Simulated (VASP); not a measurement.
Given:

```yaml
crystal:
  lattice:
    - [1.27756, -2.21280, 0.00000]
    - [1.27756, 2.21280, 0.00000]
    - [0.00000, 0.00000, 4.22543]
  atoms:
    - { symbol: B, position: [0.66667, 0.33333, 0.50024] }
    - { symbol: B, position: [0.33333, 0.66667, 0.00024] }
    - { symbol: N, position: [0.66667, 0.33333, 0.87476] }
    - { symbol: N, position: [0.33333, 0.66667, 0.37476] }
```

Computed with PBE GGA, VASP's PBE PAW potentials (set 64) (plane waves; VASP). Numerical set-up: 620 eV cut-off, 10×10×5 Γ-centred mesh, Gaussian smearing of 0.050 eV, potentials B N.

### Question
Predict the energy per atom (σ→0).

### Answer

* **energy per atom (σ→0)**: -8.710 eV/atom

Only differences to runs with the same potentials and settings are physical.

The compound is BN in the wurtzite structure, a metastable high-pressure form. It was relaxed first.
